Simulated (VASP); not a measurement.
Data:

```
CELL_PARAMETERS angstrom
      2.86821     0.00000     0.00000
     -1.43410     2.48394     0.00000
      0.00000     0.00000     4.76657
ATOMIC_POSITIONS crystal
  Au 0.33333 0.66667 0.25000
  Au 0.66667 0.33333 0.75000
```

Level of theory: PBEsol GGA, VASP's PBE PAW potentials (set 64) (plane waves; VASP). Settings: 400 eV cut-off, 16×16×9 Γ-centred mesh, tetrahedra with Blöchl corrections, potentials Au.

Unless said otherwise, spin-orbit coupling is left out, though it shifts the bands of the heavy elements here.

Problem. What does the run give for the energy per atom (σ→0), band gap (on the k-mesh) with the smallest direct gap where there is one?

Solution. 
The band gap (on the k-mesh) is none (metal, semimetal or under 0.01 eV) and the energy per atom (σ→0) is -3.916 eV/atom.

The structure was generated: Au was put into the hcp type (P6_3/mmc), which need not be its known phase. It was relaxed first.
